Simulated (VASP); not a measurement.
Here is a VASP 6.6.1 calculation.

INCAR

```
PREC = Accurate
ENCUT = 520
EDIFF = 1E-7
ISMEAR = -1
SIGMA = 0.1
LREAL = F
LASPH = T
NELM = 100
ALGO = Fast
ISIF = 2
LWAVE = F
LCHARG = F
GGA = PE
NBANDS = 61
```

File KPOINTS:

```
Automatic mesh
0
Gamma
  5 5 3
  0 0.5 0
```

Contents of POSCAR:

```
Ru3C2O8
1.0
    1.6322620000     -4.2893840000     -0.0406270000
    1.7034410000     -1.8280690000     -3.9469720000
    4.7963710000      4.3821330000     -0.0165510000
Ru O C
3 8 2
Direct
    0.4210460000      0.8131350000      0.6398150000
    0.5183420000      0.2195980000      0.3723820000
    0.0386800000      0.9670520000      0.0133340000
    0.6612050000      0.6708730000      0.0035160000
    0.3594660000      0.3307920000      0.9786180000
    0.0922530000      0.2119380000      0.3355440000
    0.0345730000      0.7194610000      0.3224250000
    0.6128430000      0.7007730000      0.3176890000
    0.9936830000      0.7592580000      0.6914780000
    0.3983720000      0.3417450000      0.6952060000
    0.9888170000      0.2814990000      0.7104020000
    0.8467100000      0.6124360000      0.2690910000
    0.1184370000      0.4427130000      0.7195690000
```

Potentials or basis: VASP PAW PBE potentials, release 64 (Ru_pv, O, C).

Run with:

```sh
$ cat potpaw_PBE.64/Ru_pv/POTCAR potpaw_PBE.64/O/POTCAR potpaw_PBE.64/C/POTCAR > POTCAR
$ mpirun -np 1 vasp_std > vasp.out
```

Estimate the pressure.

60.0 GPa.

What does it give for the largest force?

18.366 eV/Å.

Forces on the atoms (eV/Å):
```
Ru    2.174   1.442  -0.327
Ru   -0.543  -0.804  -1.013
Ru   -0.430   0.381  -0.645
O    -1.990  -0.851  -0.372
O     7.377   2.692   1.351
O    -1.907  -0.685   1.174
O     7.099 -11.333  -4.215
O    -0.607  17.684  -4.922
O    -0.191   3.083  -8.483
O    -0.932 -13.144   6.977
O    -8.613   9.333   5.342
C    -9.833  -6.902   8.515
C     8.396  -0.895  -3.381
```

Caveat: a pressure of tens of GPa on the cell as given is suspect, and the run, the potentials or the cell itself is likely at fault; the standard files for N, O and F lose accuracy on very short bonds; forces of over 1 eV/Å show positions far from the minimum, so gaps and moduli don't describe the material at rest.
